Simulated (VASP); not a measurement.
Input:

```
CELL_PARAMETERS angstrom
      2.51000     0.00000     0.00000
     -1.25500     2.17372     0.00000
      0.00000     0.00000     4.07000
ATOMIC_POSITIONS crystal
  Co 0.66667 0.33333 0.75000
  Co 0.33333 0.66667 0.25000
```
Starting moments (μB, in the order of the record's atoms Co Co): 1.8 1.8.

Calculation: PBE GGA, VASP's PBE PAW potentials (set 64) (plane waves; VASP). Numerical set-up: 480 eV cut-off, 15×15×8 Γ-centred mesh, first-order Methfessel-Paxton smearing of 0.10 eV, potentials Co.

Energy and stress use the plane-wave basis of the starting cell.

Q: The ions, cell shape and volume are relaxed. Which structure does the run end with?

A: 
```
CELL_PARAMETERS angstrom
      2.49227     0.00000     0.00000
     -1.24613     2.15837     0.00000
      0.00000     0.00000     4.02829
ATOMIC_POSITIONS crystal
  Co 0.66667 0.33333 0.75000
  Co 0.33333 0.66667 0.25000
```
Space group P6_3/mmc (194), at a tolerance of 0.03 Å. The cell ends with 3.25 μB, on the sites 1.64 1.64 μB.

Q: How do energy and volume change from the first to the last step?

A: The energy (σ→0) changes by -4.4 meV/atom and the volume by -2.4 %, in 4 ionic steps.

The compound is Co in the hcp structure. This run relaxes it. Symmetry was kept, so distortions that lower it aren't found.
